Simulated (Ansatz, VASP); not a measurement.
# MoS2 in two plane-wave programs, part 2 of 3

Wanted: the spread between two codes on one cell, functional and k mesh. The cell is taken from a series of runs on this material, whose earlier steps may have relaxed, scaled, displaced or heated it; both programs get it as it stands.

VASP 6.6.1 and Ansatz 0.2.0.

So far: Set-up; VASP: zone-centre phonons, r2SCAN with rVV10.

### Step 2. VASP: zone-centre phonons, r2SCAN with rVV10 (continued)

Level of this step: r2SCAN with rVV10, no spin polarisation; plane waves and PAW (Mo_sv, S) (VASP).

Parts of OUTCAR (step 2):

```text
ion  position               nearest neighbor table
   1  0.333  0.667  0.250-   4 2.40   6 2.40   4 2.40   6 2.40   4 2.40   6 2.40
   2  0.667  0.333  0.750-   3 2.40   5 2.40   3 2.40   5 2.40   3 2.40   5 2.40
   3  0.333  0.667  0.625-   2 2.40   2 2.40   2 2.40
   4  0.667  0.333  0.125-   1 2.40   1 2.40   1 2.40
   5  0.333  0.667  0.875-   2 2.40   2 2.40   2 2.40
   6  0.667  0.333  0.375-   1 2.40   1 2.40   1 2.40

  LATTYP: Found a hexagonal cell.
 ALAT       =     3.1729922191
 C/A-ratio  =     3.9195139743

 Subroutine GETGRP returns: Found 24 space group operations
 (whereof 12 operations were pure point group operations)

The static configuration has the point symmetry D_3d.
 The point group associated with its full space group is D_6h.

 Found     24 irreducible k-points:

   k-points           NKPTS =     24   k-points in BZ     NKDIM =     24   number of bands    NBANDS=     32

   dimension x,y,z NGX =    24 NGY =   24 NGZ =   96
   dimension x,y,z NGXF=    48 NGYF=   48 NGZF=  192

   ENCUT  =  550.0 eV  40.42 Ry    6.36 a.u.   6.07  6.07 23.78*2*pi/ulx,y,z

   NELECT =      52.0000    total number of electrons

 k-points in reciprocal lattice and weights: Automatic mesh
   0.00000000  0.00000000  0.00000000       0.006
   0.11111111 -0.00000000  0.00000000       0.037
   0.22222222 -0.00000000  0.00000000       0.037
   0.33333333 -0.00000000  0.00000000       0.037
   0.44444444 -0.00000000  0.00000000       0.037
   0.11111111  0.11111111  0.00000000       0.037
   0.22222222  0.11111111  0.00000000       0.074
   0.33333333  0.11111111  0.00000000       0.074
   0.44444444  0.11111111  0.00000000       0.037
[...]
0.33333333  0.22222222  0.50000000       0.074
   0.33333333  0.33333333  0.50000000       0.012

 average (electrostatic) potential at core
       1 -80.2202       2 -80.2212       3 -87.6540       4 -87.6650       5 -87.6583
       6 -87.6663

 E-fermi :   7.7630

 k-point     1 :       0.0000    0.0000    0.0000
  band No.  band energies     occupation
    ...
     22       4.9412      2.00000
     23       4.9412      2.00000
     24       5.8535      2.00000
     25       6.0861      2.00000
     26       7.2131      2.00000
     27       9.4694      0.00000
     28       9.4694      0.00000
     29       9.4941      0.00000
     30       9.4941      0.00000
     31       9.6463      0.00000
    ...

 k-point     2 :       0.1111   -0.0000    0.0000
  band No.  band energies     occupation
    ...
     22       4.6547      2.00000
     23       5.0635      2.00000
     24       6.0391      2.00000
     25       6.0896      2.00000
     26       6.8570      2.00000
     27       9.2457      0.00000
     28       9.3085      0.00000
     29       9.4060      0.00000
     30       9.4212      0.00000
     31       9.4919      0.00000
    ...

 k-point     3 :       0.2222   -0.0000    0.0000
  band No.  band energies     occupation
    ...
     22       4.4967      2.00000
     23       4.9060      2.00000
     24       5.6556      2.00000
     25       5.8515      2.00000
     26       5.9932      2.00000
     27       8.6032      0.00000
     28       9.0233      0.00000
     29       9.2236      0.00000
     30       9.3674      0.00000
     31       9.4029      0.00000
    ...

  FREE ENERGIE OF THE ION-ELECTRON SYSTEM (eV)
  ---------------------------------------------------
  free  energy   TOTEN  =       -89.1013270188 eV

  energy  without entropy=      -89.1013270188  energy(sigma->0) =      -89.10132702

 Eigenvectors and eigenvalues of the dynamical matrix
 ----------------------------------------------------

   1 f  =   14.195009 THz    89.189875 2PiTHz  473.494547 cm-1    58.705815 meV
             X         Y         Z           dx          dy          dz
      0.000000  1.831928  3.109147     0.000000   -0.000000   -0.441459
      1.586496  0.915964  9.327441     0.000000   -0.000000    0.441459
      0.000000  1.831928  7.771684    -0.000000    0.000000   -0.390585
      1.586496  0.915964  1.553390    -0.000000    0.000000    0.390585
      0.000000  1.831928 10.883197    -0.000000    0.000000   -0.390585
      1.586496  0.915964  4.664903    -0.000000    0.000000    0.390585

   2 f  =   14.076347 THz    88.444299 2PiTHz  469.536407 cm-1    58.215069 meV
             X         Y         Z           dx          dy          dz
      0.000000  1.831928  3.109147    -0.000000    0.000000    0.447551
      1.586496  0.915964  9.327441     0.000000   -0.000000    0.447551
      0.000000  1.831928  7.771684    -0.000000    0.000000   -0.387104
      1.586496  0.915964  1.553390     0.000000   -0.000000   -0.387104
      0.000000  1.831928 10.883197    -0.000000    0.000000   -0.387104
      1.586496  0.915964  4.664903     0.000000   -0.000000   -0.387104

   3 f  =   12.454423 THz    78.253447 2PiTHz  415.434832 cm-1    51.507331 meV
             X         Y         Z           dx          dy          dz
      0.000000  1.831928  3.109147    -0.000000    0.000000    0.000000
      1.586496  0.915964  9.327441     0.000000   -0.000000    0.000000
      0.000000  1.831928  7.771684    -0.000000    0.000000   -0.500000
      1.586496  0.915964  1.553390     0.000000   -0.000000   -0.500000
      0.000000  1.831928 10.883197    -0.000000    0.000000    0.500000
      1.586496  0.915964  4.664903     0.000000   -0.000000    0.500000

   4 f  =   12.271166 THz    77.102011 2PiTHz  409.322044 cm-1    50.749443 meV
             X         Y         Z           dx          dy          dz
      0.000000  1.831928  3.109147     0.000000    0.000000    0.000000
      1.586496  0.915964  9.327441    -0.000000    0.000000   -0.000000
      0.000000  1.831928  7.771684     0.000000   -0.000000    0.500000
      1.586496  0.915964  1.553390    -0.000000   -0.000000   -0.500000
      0.000000  1.831928 10.883197     0.000000   -0.000000   -0.500000
      1.586496  0.915964  4.664903    -0.000000   -0.000000    0.500000

   5 f  =   11.509476 THz    72.316173 2PiTHz  383.914810 cm-1    47.599349 meV
             X         Y         Z           dx          dy          dz
      0.000000  1.831928  3.109147     0.412637    0.168628    0.000000
      1.586496  0.915964  9.327441    -0.412637   -0.168628    0.000000
      0.000000  1.831928  7.771684     0.359290    0.146827   -0.000000
      1.586496  0.915964  1.553390    -0.359290   -0.146827    0.000000
      0.000000  1.831928 10.883197     0.359290    0.146827    0.000000
      1.586496  0.915964  4.664903    -0.359290   -0.146827   -0.000000

   6 f  =   11.509476 THz    72.316173 2PiTHz  383.914810 cm-1    47.599349 meV
             X         Y         Z           dx          dy          dz
      0.000000  1.831928  3.109147     0.168628   -0.412637   -0.000000
      1.586496  0.915964  9.327441    -0.168628    0.412637   -0.000000
      0.000000  1.831928  7.771684     0.146827   -0.359290   -0.000000
      1.586496  0.915964  1.553390    -0.146827    0.359290   -0.000000
      0.000000  1.831928 10.883197     0.146827   -0.359290    0.000000
      1.586496  0.915964  4.664903    -0.146827    0.359290    0.000000

   7 f  =   11.508585 THz    72.310575 2PiTHz  383.885090 cm-1    47.595664 meV
             X         Y         Z           dx          dy          dz
      0.000000  1.831928  3.109147    -0.414270   -0.169295    0.000000
      1.586496  0.915964  9.327441    -0.414270   -0.169295    0.000000
      0.000000  1.831928  7.771684     0.358350    0.146443   -0.000000
      1.586496  0.915964  1.553390     0.358350    0.146443   -0.000000
      0.000000  1.831928 10.883197     0.358350    0.146443    0.000000
      1.586496  0.915964  4.664903     0.358350    0.146443    0.000000

   8 f  =   11.508585 THz    72.310575 2PiTHz  383.885090 cm-1    47.595664 meV
             X         Y         Z           dx          dy          dz
      0.000000  1.831928  3.109147    -0.169295    0.414270    0.000000
      1.586496  0.915964  9.327441    -0.169295    0.414270   -0.000000
      0.000000  1.831928  7.771684     0.146443   -0.358350   -0.000000
      1.586496  0.915964  1.553390     0.146443   -0.358350    0.000000
      0.000000  1.831928 10.883197     0.146443   -0.358350    0.000000
      1.586496  0.915964  4.664903     0.146443   -0.358350   -0.000000

   9 f  =    8.596258 THz    54.011882 2PiTHz  286.740300 cm-1    35.551250 meV
             X         Y         Z           dx          dy          dz
      0.000000  1.831928  3.109147     0.000000    0.000000    0.000000
      1.586496  0.915964  9.327441     0.000000   -0.000000    0.000000
      0.000000  1.831928  7.771684    -0.462843   -0.189146    0.000000
      1.586496  0.915964  1.553390    -0.462843   -0.189146   -0.000000
      0.000000  1.831928 10.883197     0.462843    0.189146    0.000000
      1.586496  0.915964  4.664903     0.462843    0.189146    0.000000

  10 f  =    8.596258 THz    54.011882 2PiTHz  286.740300 cm-1    35.551250 meV
             X         Y         Z           dx          dy          dz
      0.000000  1.831928  3.109147     0.000000    0.000000   -0.000000
      1.586496  0.915964  9.327441     0.000000   -0.000000    0.000000
      0.000000  1.831928  7.771684     0.189146   -0.462843    0.000000
      1.586496  0.915964  1.553390     0.189146   -0.462843   -0.000000
      0.000000  1.831928 10.883197    -0.189146    0.462843   -0.000000
      1.586496  0.915964  4.664903    -0.189146    0.462843    0.000000

  11 f  =    8.524878 THz    53.563388 2PiTHz  284.359319 cm-1    35.256046 meV
             X         Y         Z           dx          dy          dz
      0.000000  1.831928  3.109147    -0.000000   -0.000000    0.000000
      1.586496  0.915964  9.327441    -0.000000    0.000000   -0.000000
      0.000000  1.831928  7.771684     0.462843    0.189145    0.000000
      1.586496  0.915964  1.553390    -0.462843   -0.189145   -0.000000
      0.000000  1.831928 10.883197    -0.462843   -0.189145   -0.000000
      1.586496  0.915964  4.664903     0.462843    0.189145   -0.000000

  12 f  =    8.524878 THz    53.563388 2PiTHz  284.359319 cm-1    35.256046 meV
             X         Y         Z           dx          dy          dz
      0.000000  1.831928  3.109147    -0.000000    0.000000    0.000000
      1.586496  0.915964  9.327441     0.000000    0.000000    0.000000
      0.000000  1.831928  7.771684     0.189145   -0.462843    0.000000
      1.586496  0.915964  1.553390    -0.189145    0.462843    0.000000
      0.000000  1.831928 10.883197    -0.189145    0.462843   -0.000000
      1.586496  0.915964  4.664903     0.189145   -0.462843   -0.000000

  13 f  =    1.638101 THz    10.292490 2PiTHz   54.641157 cm-1     6.774637 meV
             X         Y         Z           dx          dy          dz
      0.000000  1.831928  3.109147    -0.000000   -0.000000    0.552371
      1.586496  0.915964  9.327441    -0.000000   -0.000000   -0.552371
      0.000000  1.831928  7.771684    -0.000000   -0.000000   -0.312159
      1.586496  0.915964  1.553390    -0.000000   -0.000000    0.312159
      0.000000  1.831928 10.883197    -0.000000   -0.000000   -0.312159
      1.586496  0.915964  4.664903    -0.000000   -0.000000    0.312159
    [... 42 further lines ...]
      1.586496  0.915964  1.553390    -0.212880    0.234142   -0.000000
      0.000000  1.831928 10.883197    -0.212880    0.234142   -0.000000
      1.586496  0.915964  4.664903    -0.212880    0.234142   -0.000000

 ELASTIC MODULI CONTR FROM IONIC RELAXATION (kBar)
 Direction    XX          YY          ZZ          XY          YZ          ZX
 --------------------------------------------------------------------------------
 XX        -346.4217   -235.0724   -854.2159     -0.0000     -0.0000     -0.0000
 YY        -235.0724   -346.4217   -854.2159     -0.0000      0.0000      0.0000
 ZZ        -854.2159   -854.2159  -2509.6891     -0.0000      0.0000     -0.0000
 XY          -0.0000     -0.0000     -0.0000    -55.6746     -0.0000      0.0000
 YZ          -0.0000      0.0000      0.0000      0.0000  -1264.2755     -0.0000
 ZX          -0.0000      0.0000     -0.0000     -0.0000     -0.0000  -1264.2746
 --------------------------------------------------------------------------------

 total charge
# of ion       s       p       d       tot
------------------------------------------
    1        2.284   6.221   3.907  12.413
    2        2.284   6.221   3.907  12.413
    3        1.355   2.361   0.000   3.716
    4        1.355   2.361   0.000   3.716
    5        1.355   2.361   0.000   3.716
    6        1.355   2.361   0.000   3.716
--------------------------------------------------
tot          9.989  21.887   7.815  39.690

[... 3 further parts left out ...]
```

CONTCAR:

```
MoS2
   1.00000000000000
     3.1729922191000002    0.0000000000000000    0.0000000000000000
    -1.5864961095000001    2.7478918676999999    0.0000000000000000
     0.0000000000000000    0.0000000000000000   12.4365873431999994
  Mo              S
     2     4
Direct
     0.3333333333999988    0.6666666667999976    0.2500000000000000
     0.6666666667999976    0.3333333333999988    0.7500000000000000
     0.3333333333999988    0.6666666667999978    0.6236987608449341
     0.6666666667999976    0.3333333333999988    0.1249048795000007
     0.3333333333999988    0.6666666667999976    0.8750951204999993
     0.6666666667999976    0.3333333333999988    0.3750951204999993
```

This run has no spin polarisation, so a moment on Mo, if there is one, isn't seen. The last energy, forces, stress and levels in OUTCAR belong to the last displaced cell, not to the cell of POSCAR.

Levels, forces or a CONTCAR printed for this step are those of its last displaced cell, not of the structure at rest.

(Continued in part 3 of 3.)

[Lines on the potential files, build, host, timing and source positions are cut from VASP's logs without a mark.]

[Logs are printed without paths, hosts, clocks, repeated set-up lines and the standing remarks that a program may print on its own settings, such as how far it seeks lower states.]

[Hosts, paths, dates, database ids (printed as entryN), source tags and the programs' standing remarks are cut or masked in the printed files.]
